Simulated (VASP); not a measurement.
Input:

```xyz
1
Lattice="-1.8889 1.8889 1.8889 1.8889 -1.8889 1.8889 1.8889 1.8889 -1.8889" Properties=species:S:1:pos:R:3 pbc="T T T"
Hg     0.0000     0.0000     0.0000
```

Calculation: r2SCAN meta-GGA, VASP's PBE PAW potentials (set 64) (plane waves; VASP 6.6.1). Numerical set-up: 400 eV cut-off, 15×15×15 Γ-centred mesh, tetrahedra with Blöchl corrections, potentials Hg.

Q: Give the energies of bands 2 to 9 at the high-symmetry points, in eV from the Fermi level.

A: 
```json
[
 {"band": "2", "Γ": "-7.22", "H": "-7.73", "N": "-7.56", "P": "-7.16"},
 {"band": "3", "Γ": "-7.22", "H": "-6.12", "N": "-6.57", "P": "-7.16"},
 {"band": "4", "Γ": "-7.22", "H": "-6.12", "N": "-6.49", "P": "-6.48"},
 {"band": "5", "Γ": "-6.51", "H": "-6.12", "N": "-6.00", "P": "-6.48"},
 {"band": "6", "Γ": "-6.51", "H": "2.15", "N": "-1.77", "P": "-1.21"},
 {"band": "7", "Γ": "14.85", "H": "3.88", "N": "-0.84", "P": "3.43"},
 {"band": "8", "Γ": "14.85", "H": "3.88", "N": "8.95", "P": "3.43"},
 {"band": "9", "Γ": "14.85", "H": "3.88", "N": "10.03", "P": "3.43"}
]
```

It has no gap at this level: it comes out as a metal or semimetal.

The structure was generated: Hg was put into the bcc type (Im-3m), which need not be its known phase. It was relaxed first, which changed the volume by +15 %.
